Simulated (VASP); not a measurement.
BeTe (zinc blende), at 1.04 of the tabulated volume:

```
CELL_PARAMETERS angstrom
      0.00000     2.85204     2.85204
      2.85204     0.00000     2.85204
      2.85204     2.85204     0.00000
ATOMIC_POSITIONS crystal
  Be 0.00000 0.00000 0.00000
  Te 0.25000 0.25000 0.25000
```

The lowest empty band near X, direction across the valley's axis, from mBJ (TB09) with spin-orbit coupling in VASP (PAW); its two spin partners are averaged. The gap over the points computed is 2.48 eV, and the next band on that side lies 0.46 eV away at the edge.

Numerical set-up: 400 eV cut-off, 9×9×9 Γ-centred mesh, Gaussian smearing of 0.050 eV, potentials Be Te.

```csv
distance from the edge in k (1/Å),distance in energy (meV)
0.018,4.4
0.025,8.5
0.035,16.7
0.050,34.1
0.070,66.5
```

### Question
Fit E(1 + αE) = ħ²k²/2m* (ħ²/2m0 = 3.810 eV Å²) and predict the row at 0.095 1/Å.

### Answer
The rows don't resolve α, so a parabola serves: the electron mass is m* = 0.280 m0, and so 122.6 meV. The run gave 121.9 meV, -0.7 meV from the fit.

Left out are points under 3 meV from the edge, since the levels carry 0.1 meV, and points farther than half the way to the next band.

The compound is BeTe in the zinc blende structure. The cell was not relaxed at this level.
